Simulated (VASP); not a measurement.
An input for Quantum ESPRESSO's pw.x (written as the equivalent of a VASP run, and not itself run):

```
&CONTROL
  calculation = 'scf'
  pseudo_dir = './pseudo'
  outdir = './out'
  tprnfor = .true.
  tstress = .true.
/
&SYSTEM
  ibrav = 0
  nat = 2
  ntyp = 2
  ecutwfc = 84
  occupations = 'smearing'
  smearing = 'gaussian'
  degauss = 0.003675
  input_dft = 'vdw-df2-b86r'
/
&ELECTRONS
  conv_thr = 7.3e-09
  electron_maxstep = 100
/
ATOMIC_SPECIES
  Ba 137.327 Ba.upf
  O 15.999 O.upf
CELL_PARAMETERS angstrom
     0.0000000    2.8398722    2.8398722
     2.8398722    0.0000000    2.8398722
     2.8398722    2.8398722    0.0000000
ATOMIC_POSITIONS crystal
  Ba   0.0000000  0.0000000  0.0000000
  O    0.5000000  0.5000000  0.5000000
K_POINTS automatic
  8 8 8 0 0 0
```

Task: Write the VASP files for the same calculation (rev-vdW-DF2).

Result: Several could match; the one computed here: 
### INCAR
```
LWAVE=.FALSE.
PREC=Accurate
SYSTEM=BaO
ISIF=2   ! forces and stress, cell fixed
SIGMA=0.05   ! width (eV)
GGA=MK
LASPH=.TRUE.   ! aspherical one-centre terms
LCHARG=.FALSE.
ENCUT=520   ! plane-wave cut-off (eV)
EDIFF=1E-7   ! SCF stop (eV)
PARAM2=0.7114
LMAXMIX=4
NELM=100   ! most electronic steps
ALGO=Normal   ! blocked Davidson
PARAM1=0.1234568
LUSE_VDW=.TRUE.
LREAL=.FALSE.
ISMEAR=0
AGGAC=0.0
ZAB_VDW=-1.8867
```

POSCAR:
```
BaO
1
    0.0000000000     2.8398721692     2.8398721692
    2.8398721692     0.0000000000     2.8398721692
    2.8398721692     2.8398721692     0.0000000000
Ba O
1 1
Direct
  0.0000000000   0.0000000000   0.0000000000
  0.5000000000   0.5000000000   0.5000000000
```

KPOINTS:
```
Automatic mesh
0
Gamma
8 8 8
0 0 0
```

POTCAR, in this order: Ba_sv O (PBE.64 set). Program: vasp_std.

The two are equivalent in intent, not identical: the potentials are each code's own (VASP's PAW set, PseudoDojo norm-conserving files in pw.x), so ENCUT and ecutwfc are chosen apart and not converted; conv_thr bounds pw.x's estimated SCF error, while EDIFF bounds the energy change between steps.

The compound is BaO in the rock salt structure. This cell is one point of a volume scan, at 1.06 of the reference volume.
